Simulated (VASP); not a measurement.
Energy against volume of KCl (rock salt). Level of theory: rev-vdW-DF2, VASP's PBE PAW potentials (set 64) (plane waves; VASP). Numerical set-up: 520 eV cut-off, 7×7×7 Γ-centred mesh, Gaussian smearing of 0.050 eV, potentials K_sv Cl.

```tsv
V (Å³/atom)	E (eV/atom)
28.886	-1.72083
29.808	-1.72695
30.730	-1.72912
31.652	-1.72793
```

### Question
Fit these four points and predict the energy of the run at 32.574 Å³/atom.

### Answer
A cubic in V^(−2/3), the third-order Birch-Murnaghan form, passes through the four points with V0 = 30.84 Å³/atom and B0 = 19 GPa, and gives -1.7239 eV/atom there. The run gave -1.7239 eV/atom, -0.0 meV/atom from the fit; all five points give B0 = 19 GPa.

The compound is KCl in the rock salt structure. It was relaxed first.
